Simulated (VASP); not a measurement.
Here is the system:

```
PtAs2
1.0
    5.94552     0.00000     0.00000
    0.00000     5.94552     0.00000
    0.00000     0.00000     5.94552
As Pt
8 4
Cartesian
  3.66839   5.24990   0.69563
  0.69563   3.66839   5.24990
  3.66839   3.66839   3.66839
  2.27714   2.27714   2.27714
  5.24990   0.69563   3.66839
  5.24990   2.27714   0.69563
  0.69563   5.24990   2.27714
  2.27714   0.69563   5.24990
  0.00000   2.97276   2.97276
  2.97276   0.00000   2.97276
  0.00000   0.00000   0.00000
  2.97276   2.97276   0.00000
```

Level of theory: PBEsol GGA, VASP's PBE PAW potentials (set 64) (plane waves; VASP 6.6.1). Numerical set-up: 300 eV cut-off, 5×5×5 Γ-centred mesh, Gaussian smearing of 0.020 eV, potentials As Pt.

At this cut-off the stress carries a Pulay error, which pulls relaxed volumes low.

Question: What does the run give for the energy per atom (σ→0), pressure?

Answer: 
The energy per atom (σ→0) is -6.278 eV/atom. The pressure comes out as 2.91 GPa.

The structure is a typed PtAs2 crystal. The cell was not relaxed at this level.
